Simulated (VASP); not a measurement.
Here is a VASP 6.6.1 calculation.

Contents of INCAR:

```
PREC = Accurate
ENCUT = 520
EDIFF = 1E-6
ISMEAR = 0
SIGMA = 0.1
LREAL = False
LASPH = True
NELM = 80
ALGO = Normal
ISIF = 2
LWAVE = False
LCHARG = False
GGA = PE
NBANDS = 28
```

Contents of KPOINTS:

```
Automatic mesh
0
Gamma
  3 4 4
```

Contents of POSCAR:

```
YZn2B2
1.0
    4.3089210000      1.0370700000      0.3395300000
   -0.7462010000      3.8813490000     -0.4545610000
   -0.6108390000     -0.2883490000      4.0301550000
Zn Y B
2 1 2
Direct
    0.3013492502      0.1647611717      0.9641020983
   -0.0013332223      0.1253242058      0.4934691508
    0.5135229191      0.7153139053      0.4539260568
    0.0048563037      0.5511656544      0.2251805576
    0.8551537394      0.4200697810      0.8992703731
```

Potentials or basis: VASP PAW PBE potentials, release 64 (Zn, Y_sv, B).

The run is started by

```bash
$ cat potpaw_PBE.64/Zn/POTCAR potpaw_PBE.64/Y_sv/POTCAR potpaw_PBE.64/B/POTCAR > POTCAR
$ mpirun -np 1 vasp_std > vasp.out
```

Q: Predict the largest force.

A: 3.841 eV/Å.

Q: What does it give for the pressure?

A: 18.7 GPa.

Forces in eV/Å, atoms in the order of the input:
```
Zn   0.509  0.738  1.705
Zn  -0.189  0.062 -2.374
Y    1.237 -1.143  0.856
B    0.803  2.266  2.156
B   -2.361 -1.922 -2.342
```

Caveat: the k mesh is coarse (spacing up to 0.47 Å⁻¹), so the values aren't converged; so large a pressure means that the cell lies far from this level's equilibrium, or that cutoff or potentials fall short.
